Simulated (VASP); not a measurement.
The cell holds one Na (bcc) (100) slab, with vacuum along c, ions free to move until forces fall under 0.03 eV/Å, no reconstruction beyond this cell, dipole correction on.

Here is the system:

```xyz
6
Lattice="4.2366 0.0000 0.0000 0.0000 4.2366 0.0000 0.0000 0.0000 27.6274" Properties=species:S:1:pos:R:3 pbc="T T T"
Na     2.1183     0.0000     8.5180
Na     0.0000     2.1183    10.6363
Na     2.1183     0.0000    12.7546
Na     0.0000     2.1183    14.8729
Na     2.1183     0.0000    16.9912
Na     0.0000     2.1183    19.1095
```

These are r2SCAN meta-GGA, VASP's PBE PAW potentials (set 64) (plane waves; VASP) values and carry that method's errors. Run with 400 eV cut-off, 7×7×1 Γ-centred mesh, first-order Methfessel-Paxton smearing of 0.10 eV, potentials Na_pv.

Slab and bulk use different k-meshes, so the surface energy is good to a few per cent at best.

**Question.** Predict its surface energy, work function, band gap (on the k-mesh).

**Answer.** 
| Property | Value |
|---|---|
| surface energy | 0.26 J/m² |
| work function | 2.62 eV |
| band gap (on the k-mesh) | none (metal, semimetal or under 0.01 eV) |

The cell is a thin slab with vacuum, built from Na (bcc): (100) face.
